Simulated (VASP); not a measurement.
# Tl3Ga3W (Pm-3m) in VASP: reference runs

Aim: a first look at Tl3Ga3W with PBE, on the cell as given.

Program: VASP 6.6.1. These are calculated values, not measurements. Logs are shortened: lines on timing, memory, paths and dates and some standing lists are left out, and cuts for length are marked.

### Step 1. Starting point

Symmetry: Pm-3m, No. 221, cubic system. The conventional cell has a = 5.614 Å, b = 5.614 Å, c = 5.614 Å, α = 90.00°, β = 90.00°, γ = 90.00°. Tl (site symmetry 4/mmm) has 4 Ga at 2.81 Å as nearest neighbours. Around Ga (site symmetry 4/mmm) lie 4 Tl at 2.81 Å and 2 W at 2.81 Å. W (site symmetry m-3m) is surrounded by 6 Ga at 2.81 Å.

The cell was built by a generator and needn't be a form met in nature.

### Step 2. Single point, PBE

INCAR

```
SYSTEM = Tl3Ga3W
ALGO = Normal
EDIFF = 1E-7
ENCUT = 520
GGA = PE
ISIF = 2
ISMEAR = -1
LASPH = .True.
LCHARG = .True.
LELF = .True.
LREAL = .False.
LVHAR = .True.
LWAVE = .False.
NBANDS = 55
NELM = 60
PREC = Accurate
SIGMA = 0.05
```

KPOINTS

```
k-points
0
Gamma
  5 5 5
  0 0 0
```

POSCAR

```
Tl3Ga3W
1.0
    5.6141900000      0.0000000000      0.0000000000
    0.0000000000      5.6141900000      0.0000000000
    0.0000000000      0.0000000000      5.6141900000
Tl Ga W
3 3 1
Direct
    0.5000000000      0.0000000000      0.0000000000
    0.0000000000      0.5000000000      0.0000000000
    0.0000000000      0.0000000000      0.5000000000
    0.0000000000      0.5000000000      0.5000000000
    0.5000000000      0.0000000000      0.5000000000
    0.5000000000      0.5000000000      0.0000000000
    0.5000000000      0.5000000000      0.5000000000
```

Potentials or basis: VASP PAW PBE potentials, release 64 (Tl_d, Ga_d, W_sv).

Launch:

```console
> cat potpaw_PBE.64/Tl_d/POTCAR potpaw_PBE.64/Ga_d/POTCAR potpaw_PBE.64/W_sv/POTCAR > POTCAR
> mpirun -np 1 vasp_std > vasp.out
```

OUTCAR:

```text
SYSTEM = Tl3Ga3W
   EDIFF = 1E-7
   ENCUT = 520
   GGA = PE
   ISIF = 2
   ISMEAR = -1
   LASPH = .True.
   LREAL = .False.
   NELM = 60
   PREC = Accurate

 ion  position               nearest neighbor table
   1  0.500  0.000  0.000-   5 2.81   6 2.81   5 2.81   6 2.81   3 3.97   2 3.97   2 3.97   3 3.97
                             2 3.97   3 3.97   3 3.97   2 3.97
   2  0.000  0.500  0.000-   4 2.81   6 2.81   4 2.81   6 2.81   3 3.97   1 3.97   1 3.97   3 3.97
                             3 3.97   1 3.97   3 3.97   1 3.97
   3  0.000  0.000  0.500-   4 2.81   5 2.81   4 2.81   5 2.81   1 3.97   2 3.97   2 3.97   1 3.97
                             2 3.97   1 3.97   2 3.97   1 3.97
   4  0.000  0.500  0.500-   2 2.81   3 2.81   7 2.81   2 2.81   3 2.81   7 2.81
   5  0.500  0.000  0.500-   1 2.81   3 2.81   7 2.81   1 2.81   7 2.81   3 2.81
   6  0.500  0.500  0.000-   1 2.81   2 2.81   7 2.81   7 2.81   1 2.81   2 2.81
   7  0.500  0.500  0.500-   4 2.81   5 2.81   6 2.81   6 2.81   5 2.81   4 2.81

  LATTYP: Found a simple cubic cell.
 ALAT       =     5.6141900000

  Lattice vectors:

 A1 = (   5.6141900000,   0.0000000000,   0.0000000000)
 A2 = (   0.0000000000,   5.6141900000,   0.0000000000)
 A3 = (   0.0000000000,   0.0000000000,   5.6141900000)

Analysis of symmetry for initial positions (statically):
=====================================================================
 Subroutine PRICEL returns:
 Original cell was already a primitive cell.

 Routine SETGRP: Setting up the symmetry group for a
 simple cubic supercell.

 Subroutine GETGRP returns: Found 48 space group operations
 (whereof 48 operations were pure point group operations)
 out of a pool of 48 trial point group operations.

The static configuration has the point symmetry O_h .

Analysis of symmetry for dynamics (positions and initial velocities):
=====================================================================
 Subroutine PRICEL returns:
 Original cell was already a primitive cell.

 Routine SETGRP: Setting up the symmetry group for a
 simple cubic supercell.

 Subroutine GETGRP returns: Found 48 space group operations
 (whereof 48 operations were pure point group operations)
 out of a pool of 48 trial point group operations.

The dynamic configuration has the point symmetry O_h .

 Subroutine INISYM returns: Found 48 space group operations
 (whereof 48 operations are pure point group operations),
 and found     1 'primitive' translations

----------------------------------------------------------------------------------------

                                     Primitive cell

  volume of cell :     176.9544

  direct lattice vectors                    reciprocal lattice vectors
     5.614190000  0.000000000  0.000000000     0.178120085  0.000000000  0.000000000
     0.000000000  5.614190000  0.000000000     0.000000000  0.178120085  0.000000000
     0.000000000  0.000000000  5.614190000     0.000000000  0.000000000  0.178120085

  length of vectors
     5.614190000  5.614190000  5.614190000     0.178120085  0.178120085  0.178120085

  position of ions in fractional coordinates (direct lattice)
     0.500000000  0.000000000  0.000000000
     0.000000000  0.500000000  0.000000000
     0.000000000  0.000000000  0.500000000
     0.000000000  0.500000000  0.500000000
     0.500000000  0.000000000  0.500000000
     0.500000000  0.500000000  0.000000000
     0.500000000  0.500000000  0.500000000

  ion indices of the primitive-cell ions
   primitive index   ion index
                 1           1
                 2           2
                 3           3
                 4           4
                 5           5
                 6           6
                 7           7

----------------------------------------------------------------------------------------

 KPOINTS: k-points

Automatic generation of k-mesh.
 Grid dimensions read from file:
 generate k-points for:    5    5    5

 Generating k-lattice:

  Cartesian coordinates                     Fractional coordinates (reciprocal lattice)
     0.035624017  0.000000000  0.000000000     0.200000000  0.000000000  0.000000000
     0.000000000  0.035624017  0.000000000     0.000000000  0.200000000  0.000000000
     0.000000000  0.000000000  0.035624017     0.000000000  0.000000000  0.200000000

  Length of vectors
     0.035624017  0.035624017  0.035624017

  Shift w.r.t. Gamma in fractional coordinates (k-lattice)
     0.000000000  0.000000000  0.000000000

 Subroutine IBZKPT returns following result:
 ===========================================

 Found     10 irreducible k-points:

 Following reciprocal coordinates:
            Coordinates               Weight
  0.000000  0.000000  0.000000      1.000000
  0.200000  0.000000  0.000000      6.000000
  0.400000  0.000000  0.000000      6.000000
  0.200000  0.200000  0.000000     12.000000
  0.400000  0.200000  0.000000     24.000000
  0.400000  0.400000  0.000000     12.000000
  0.200000  0.200000  0.200000      8.000000
  0.400000  0.200000  0.200000     24.000000
  0.400000  0.400000  0.200000     24.000000
  0.400000  0.400000  0.400000      8.000000
   k-points           NKPTS =     10   k-points in BZ     NKDIM =     10   number of bands    NBANDS=     55
   number of dos      NEDOS =    301   number of ions     NIONS =      7
   total plane-waves  NPLWV =  74088
   dimension x,y,z NGX =    42 NGY =   42 NGZ =   42
   dimension x,y,z NGXF=    84 NGYF=   84 NGZF=   84
   ions per type =               3   3   1
   NGX,Y,Z   is equivalent  to a cutoff of  12.44, 12.44, 12.44 a.u.
   NGXF,Y,Z  is equivalent  to a cutoff of  24.87, 24.87, 24.87 a.u.
 SYSTEM =  Tl3Ga3W
   PREC   = accura    normal or accurate (medium, high low for compatibility)
   ISTART =      0    job   : 0-new  1-cont  2-samecut
   ICHARG =      2    charge: 1-file 2-atom 10-const
   ISPIN  =      1    spin polarized calculation?
   LNONCOLLINEAR =      F non collinear calculations
   LSORBIT =      F    spin-orbit coupling
   LASPH  =      T    aspherical Exc in radial PAW
   ENCUT  =  520.0 eV  38.22 Ry    6.18 a.u.  10.44 10.44 10.44*2*pi/ulx,y,z
   NELM   =     60;   NELMIN=  2; NELMDL= -5     # of ELM steps
   EDIFF  = 0.1E-06   stopping-criterion for ELM
   LREAL  =      F    real-space projection
   EDIFFG = 0.1E-05   stopping-criterion for IOM
   NSW    =      0    number of steps for IOM
   IBRION =     -1    ionic relax: 0-MD 1-quasi-New 2-CG
   NFREE  =      0    steps in history (QN), initial steepest desc. (CG)
   ISIF   =      2    stress and relaxation
   ISYM   =      2    0-nonsym 1-usesym 2-fastsym
   POTIM  = 0.5000    time-step for ionic-motion
   TEBEG  =    0.0;   TEEND  =   0.0 temperature during run
   PSTRESS=    0.0 pullay stress
   NELECT =      92.0000    total number of electrons
   NUPDOWN=      -1.0000    fix difference up-down
   EMIN   =  10.00;   EMAX   =-10.00  energy-range for DOS
   EFERMI =   0.00;   METHOD = LEGACY
   ISMEAR =    -1;   SIGMA  =   0.05  broadening in eV -4-tet -1-fermi 0-gaus
   EFERMI_NEDOS =   21; number of points for ismear=-14 and -15
   IALGO  =     38    algorithm
   IMIX   =      4    mixing-type and parameters
     AMIX     =   0.40;   BMIX     =  1.00
     AMIX_MAG =   1.60;   BMIX_MAG =  1.00
  volume/ion in A,a.u.               =      25.28       170.59
  Fermi-wavevector in a.u.,A,eV,Ry     =   1.316387  2.487611 23.577201  1.732875
  Thomas-Fermi vector in A             =   2.446503
   LORBIT       =      0    0 simple, 1 ext, 2 COOP (PROOUT), +10 PAW based schemes
   GGA     = PE    functional components
   LHFCALC =     F    Hartree Fock is set to
   AEXX    =    0.0000 exact exchange contribution
   IVDW    =     0    specifies the selected vdW correction
   LEPSILON=     F    determine dielectric tensor
   LRPA    =     F    only Hartree local field effects (RPA)
 non-spin polarized calculation
  energy-cutoff  :      520.00
  volume of cell :      176.95
 maximum number of plane-waves:      4794
 NGX is ok and might be reduce to    42
   NGX = 21   NGY = 21   NGZ = 21

 number of electron      92.0000023 magnetization

 Free energy of the ion-electron system (eV)
  ---------------------------------------------------
  ext. energy  EPLUGINS =         0.00000000
  ---------------------------------------------------
  free energy    TOTEN  =       -24.18642673 eV

  energy without entropy =      -24.12187458  energy(sigma->0) =      -24.15415065

 E-fermi :   5.5317     XC(G=0): -10.1962

 val. band max:        5.5061274619   @ k =   0.4000   0.4000   0.4000
 cond. band min:       5.5399613149   @ k =   0.4000   0.4000   0.2000
 fundamental gap:      0.0338338529
 Fermi energy:         5.5316708518

 k-point     1 :       0.0000    0.0000    0.0000
  band No.  band energies     occupation
      1     -68.5085      2.00000
      2     -32.6523      2.00000
      3     -32.6523      2.00000
      4     -32.6523      2.00000
      5      -9.4252      2.00000
      6      -9.4252      2.00000
[... 47 lines left out ...]
     54       7.7359      0.00000
     55       9.6752      0.00000

 k-point     2 :       0.2000    0.0000    0.0000
  band No.  band energies     occupation
      1     -68.5085      2.00000
      2     -32.6525      2.00000
      3     -32.6523      2.00000
      4     -32.6523      2.00000
      5      -9.4229      2.00000
      6      -9.4137      2.00000
[... 47 lines left out ...]
     54       8.3920      0.00000
     55       9.1711      0.00000

 k-point     3 :       0.4000    0.0000    0.0000
  band No.  band energies     occupation
      1     -68.5085      2.00000
      2     -32.6529      2.00000
      3     -32.6523      2.00000
      4     -32.6523      2.00000
      5      -9.4219      2.00000
      6      -9.3963      2.00000
[... 47 lines left out ...]
     54       8.6062      0.00000
     55       8.6062      0.00000

 k-point     4 :       0.2000    0.2000    0.0000
  band No.  band energies     occupation
      1     -68.5085      2.00000
      2     -32.6525      2.00000
      3     -32.6525      2.00000
      4     -32.6523      2.00000
      5      -9.4129      2.00000
      6      -9.4096      2.00000
[... 47 lines left out ...]
     54       8.3564      0.00000
     55       8.8723      0.00000

 k-point     5 :       0.4000    0.2000    0.0000
  band No.  band energies     occupation
      1     -68.5085      2.00000
      2     -32.6529      2.00000
      3     -32.6525      2.00000
      4     -32.6523      2.00000
      5      -9.4107      2.00000
      6      -9.3940      2.00000
[... 47 lines left out ...]
     54       8.1782      0.00000
     55       9.6615      0.00000

 k-point     6 :       0.4000    0.4000    0.0000
  band No.  band energies     occupation
      1     -68.5085      2.00000
      2     -32.6529      2.00000
      3     -32.6529      2.00000
      4     -32.6523      2.00000
      5      -9.3941      2.00000
      6      -9.3934      2.00000
[... 47 lines left out ...]
     54       8.9053      0.00000
     55       9.5672      0.00000

 k-point     7 :       0.2000    0.2000    0.2000
  band No.  band energies     occupation
      1     -68.5085      2.00000
      2     -32.6525      2.00000
      3     -32.6525      2.00000
      4     -32.6525      2.00000
      5      -9.4005      2.00000
      6      -9.4005      2.00000
[... 47 lines left out ...]
     54       9.2171      0.00000
     55       9.2171      0.00000

 k-point     8 :       0.4000    0.2000    0.2000
  band No.  band energies     occupation
      1     -68.5085      2.00000
      2     -32.6529      2.00000
      3     -32.6525      2.00000
      4     -32.6525      2.00000
      5      -9.3985      2.00000
      6      -9.3817      2.00000
[... 47 lines left out ...]
     54       9.0468      0.00000
     55       9.8931      0.00000

 k-point     9 :       0.4000    0.4000    0.2000
  band No.  band energies     occupation
      1     -68.5085      2.00000
      2     -32.6529      2.00000
      3     -32.6529      2.00000
      4     -32.6525      2.00000
      5      -9.3804      2.00000
      6      -9.3798      2.00000
[... 47 lines left out ...]
     54       9.4077      0.00000
     55       9.6595      0.00000

 k-point    10 :       0.4000    0.4000    0.4000
  band No.  band energies     occupation
      1     -68.5085      2.00000
      2     -32.6529      2.00000
      3     -32.6529      2.00000
      4     -32.6529      2.00000
      5      -9.3593      2.00000
      6      -9.3593      2.00000
[... 47 lines left out ...]
     54      10.1439      0.00000
     55      10.1439      0.00000

------------------------ aborting loop because EDIFF is reached ----------------------------------------

  FORCE on cell =-STRESS in cart. coord.  units (eV):
  Direction    XX          YY          ZZ          XY          YZ          ZX
  --------------------------------------------------------------------------------------
  -------------------------------------------------------------------------------------
  Total        0.0979924      0.0979924      0.0979924      0.0000000      0.0000000     -0.0000000
  in kB        0.8872407      0.8872407      0.8872407      0.0000000      0.0000000     -0.0000000
  external PRESSURE =       0.8872407 kB  Pullay stress =       0.0000000 kB

 VOLUME and BASIS-vectors are now :
 -----------------------------------------------------------------------------
  energy-cutoff  :      520.00
  volume of cell :      176.95
      direct lattice vectors                 reciprocal lattice vectors
     5.614190000  0.000000000  0.000000000     0.178120085  0.000000000  0.000000000
     0.000000000  5.614190000  0.000000000     0.000000000  0.178120085  0.000000000
     0.000000000  0.000000000  5.614190000     0.000000000  0.000000000  0.178120085

 POSITION                                       TOTAL-FORCE (eV/Angst)
 -----------------------------------------------------------------------------------
      2.80709      0.00000      0.00000         0.000000      0.000000      0.000000
      0.00000      2.80709      0.00000         0.000000      0.000000      0.000000
      0.00000      0.00000      2.80709         0.000000      0.000000      0.000000
      0.00000      2.80709      2.80709         0.000000      0.000000      0.000000
      2.80709      0.00000      2.80709         0.000000      0.000000      0.000000
      2.80709      2.80709      0.00000         0.000000      0.000000      0.000000
      2.80709      2.80709      2.80709         0.000000      0.000000      0.000000
 -----------------------------------------------------------------------------------
    total drift:                                0.000000      0.000000     -0.000000

  FREE ENERGIE OF THE ION-ELECTRON SYSTEM (eV)
  ---------------------------------------------------
  free  energy   TOTEN  =       -24.1864267313 eV

  energy  without entropy=      -24.1218745776  energy(sigma->0) =      -24.15415065
```

It took 75 s on 1 thread of Intel Xeon 6975P-C (Granite Rapids), shared host; peak memory 0.31 GiB.

What came out:

| Quantity | Value |
| --- | --- |
| Free energy | -24.1864 eV |
| Pressure | 0.1 GPa |
| Band gap on the k mesh | none (metal or under the smearing width) |

Levels at points of the mesh, in eV from the Fermi level:
```
           k point  band 42  band 43  band 44  band 45  band 46  band 47  band 48  band 49  band 50  band 51
(0.00, 0.00, 0.00)    -2.67    -2.67    -0.65    -0.65    -0.65    -0.17    -0.17    -0.17     1.59     1.59
```

The run has no spin-orbit coupling, so splittings on Tl, W are missing.
